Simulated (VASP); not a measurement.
Al:

```
CELL_PARAMETERS angstrom
0.00000 2.02481 2.02481
2.02481 0.00000 2.02481
2.02481 2.02481 0.00000
ATOMIC_POSITIONS crystal
Al 0.00000 0.00000 0.00000
```

| Item | Value |
| --- | --- |
| Program | VASP 6.6.1 |
| Task | relaxation of cell and atoms |
| Functional | PBEsol |
| Potentials or basis | VASP PAW PBE potentials, release 64 (Al) |
| Cutoff | 600 eV |
| k mesh | 16 × 16 × 16 |
| Occupations | methfessel-paxton, width 0.1 eV |
| Spin | no spin polarisation |

At the start: pressure -2.0 GPa; volume 16.60 Å³/atom.

Question: How do energy, volume and symmetry change on relaxing?

Answer: Over 3 steps the energy falls by 2.7 meV/atom and the volume is 16.19 Å³/atom (-2.5 %); space group Fm-3m (No. 225, to 0.05 Å).

The path:
```csv
step,energy change (eV),largest force (eV/Å),pressure (GPa),volume (Å³)
1,0.0000,0.0000,-2.01,16.60
2,-0.0026,0.0000,0.43,16.11
3,-0.0027,0.0000,0.00,16.19
```

Final structure:
```yaml
crystal:
  lattice:
    - [0.00000, 2.00782, 2.00782]
    - [2.00782, 0.00000, 2.00782]
    - [2.00782, 2.00782, 0.00000]
  atoms:
    - { symbol: Al, position: [0.00000, 0.00000, 0.00000] }
```

Caveat: the PAW data sets were made with another functional, which shifts forces and pressure a little.
